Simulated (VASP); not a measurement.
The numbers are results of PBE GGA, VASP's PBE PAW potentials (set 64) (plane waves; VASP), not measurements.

The input files of a VASP run:

**KPOINTS**
```
k-points along high-symmetry lines
15
Line-mode
Reciprocal
  0.000000   0.000000   0.000000 ! GAMMA
  0.500000   0.000000   0.500000 ! X

  0.500000   0.000000   0.500000 ! X
  0.625000   0.250000   0.625000 ! U

  0.375000   0.375000   0.750000 ! K
  0.000000   0.000000   0.000000 ! GAMMA

  0.000000   0.000000   0.000000 ! GAMMA
  0.500000   0.500000   0.500000 ! L

  0.500000   0.500000   0.500000 ! L
  0.500000   0.250000   0.750000 ! W

  0.500000   0.250000   0.750000 ! W
  0.500000   0.000000   0.500000 ! X
```

File POSCAR:
```
PtB
1
   -0.0000000000     2.2648392927     2.2648392927
    2.2648392927    -0.0000000000     2.2648392927
    2.2648392927     2.2648392927     0.0000000000
Pt B
1 1
Direct
  0.0000000000   0.0000000000   0.0000000000
  0.5000000000   0.5000000000   0.5000000000
```

### INCAR
```
ALGO = Normal
EDIFF = 1E-7
ENCUT = 520
GGA = PE
ICHARG = 11
ISMEAR = 0
LASPH = T
LCHARG = F
LMAXMIX = 6
LORBIT = 11
LREAL = F
LWAVE = F
NELM = 100
PREC = Accurate
SIGMA = 0.05
SYSTEM = PtB
```

POTCAR, in this order: Pt B (PBE.64 set). Program: vasp_std. Read from the step before: CHGCAR.

Output of the run:

OSZICAR:
```
       N       E                     dE             d eps       ncg     rms          rms(c)
DAV:   1     0.492272422704E+02    0.49227E+02   -0.64308E+03  1872   0.113E+03
DAV:   2    -0.929349930411E+01   -0.58521E+02   -0.55611E+02  2000   0.217E+02
DAV:   3    -0.104885842879E+02   -0.11951E+01   -0.11641E+01  2034   0.298E+01
DAV:   4    -0.104967094065E+02   -0.81251E-02   -0.80959E-02  1976   0.261E+00
DAV:   5    -0.104967751176E+02   -0.65711E-04   -0.65709E-04  2014   0.263E-01
DAV:   6    -0.104967759944E+02   -0.87676E-06   -0.87749E-06  2022   0.292E-02
DAV:   7    -0.104967760088E+02   -0.14481E-07   -0.13335E-07  1894   0.374E-03
   1 F= -.10496776E+02 E0= -.10494670E+02  d E =-.421147E-02
```

File OUTCAR:
```
 val. band max:        9.4990464314   @ k =   0.3929   0.3929   0.3929

 cond. band min:       9.5071911506   @ k =   0.5000   0.0714   0.5714



 k-point     1 :       0.0000    0.0000    0.0000
  band No.  band energies     occupation
      1      -2.8247      2.00000
      2       5.5519      2.00000
      3       5.5519      2.00000
      4       5.5519      2.00000
      5       6.1647      2.00000
      6       6.1647      2.00000
      7      11.9614      0.00000
      8      11.9614      0.00000
      9      11.9614      0.00000
     10      21.0608      0.00000

 k-point     2 :       0.0357    0.0000    0.0357
  band No.  band energies     occupation
      1      -2.7835      2.00000
      2       5.5280      2.00000
      3       5.5599      2.00000
      4       5.5599      2.00000
      5       6.0582      2.00000
      6       6.1750      2.00000
      7      11.9769      0.00000
      8      11.9769      0.00000
      9      12.0748      0.00000
     10      21.1203      0.00000

 k-point     3 :       0.0714    0.0000    0.0714
  band No.  band energies     occupation
      1      -2.6607      2.00000
      2       5.4585      2.00000
      3       5.5850      2.00000
      4       5.5850      2.00000
      5       5.7693      2.00000
      6       6.2055      2.00000
      7      12.0182      0.00000
      8      12.0182      0.00000
      9      12.3833      0.00000
     10      21.2954      0.00000

 k-point     4 :       0.1071    0.0000    0.1071
  band No.  band energies     occupation
      1      -2.4592      2.00000
      2       5.3488      2.00000
      3       5.3656      2.00000
      4       5.6306      2.00000
      5       5.6306      2.00000
      6       6.2550      2.00000
      7      12.0698      0.00000
      8      12.0698      0.00000
      9      12.8164      0.00000
     10      21.5738      0.00000

 k-point     5 :       0.1429    0.0000    0.1429
  band No.  band energies     occupation
...
```

The density is held fixed in this step, so its total energy and stress have no physical meaning. Unless said otherwise, spin-orbit coupling is left out, though it shifts the bands of the heavy elements here.

The structure was generated: PtB was put into the rock salt type (Fm-3m), which need not be its known phase. It was relaxed first, which changed the volume by -13 %. The electron count is odd and the run is not spin-polarised, which forces a metal.
